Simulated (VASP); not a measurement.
The input files of a VASP run:

**POSCAR**
```
TaC
1
    0.0000000000     2.2161040000     2.1716150000
    2.1745350000     0.0000000000     2.1716150000
    2.1745350000     2.2161040000     0.0000000000
Ta C
1 1
Direct
  0.0000000000   0.0000000000   0.0000000000
  0.4790990000   0.5209010000   0.5209010000
```

**INCAR**
```
! general
SYSTEM  = TaC
PREC    = Accurate
ENCUT   = 520
LREAL   = .FALSE.
LASPH   = .TRUE.

! electronic loop
EDIFF   = 1E-3
NELM    = 100
ALGO    = Normal
LMAXMIX = 6

! smearing
ISMEAR  = 1
SIGMA   = 0.1

! functional
GGA     = PE

! ions
ISIF    = 2

! output
LWAVE   = .FALSE.
LCHARG  = .FALSE.
```

File KPOINTS:
```
K-points
0
gamma
  13 13 13
```

POTCAR, in this order: Ta_pv C (PBE.64 set). Program: vasp_std.

Task: Write an equivalent input for Quantum ESPRESSO's pw.x.

Result: One equivalent input (not run):
```
&CONTROL
  calculation = 'scf'
  pseudo_dir = './pseudo'
  outdir = './out'
  tprnfor = .true.
  tstress = .true.
/
&SYSTEM
  ibrav = 0
  nat = 2
  ntyp = 2
  ecutwfc = 82
  occupations = 'smearing'
  smearing = 'methfessel-paxton'
  degauss = 0.00735
  input_dft = 'pbe'
/
&ELECTRONS
  conv_thr = 7.3e-05
  electron_maxstep = 100
/
ATOMIC_SPECIES
  Ta 180.948 Ta.upf
  C 12.011 C.upf
CELL_PARAMETERS angstrom
     0.0000000    2.2161040    2.1716150
     2.1745350    0.0000000    2.1716150
     2.1745350    2.2161040    0.0000000
ATOMIC_POSITIONS crystal
  Ta   0.0000000  0.0000000  0.0000000
  C    0.4790990  0.5209010  0.5209010
K_POINTS automatic
  13 13 13 0 0 0
```
What does not carry over: the potentials are each code's own (VASP's PAW set, PseudoDojo norm-conserving files in pw.x), so ENCUT and ecutwfc are chosen apart and not converted; conv_thr bounds pw.x's estimated SCF error, while EDIFF bounds the energy change between steps.

The compound is TaC in the rock salt structure. The cell was not relaxed at this level, atoms are displaced from their ideal sites. The run is one of a series of settings (EDIFF = 1E-3 against the base run), some of them coarse on purpose.
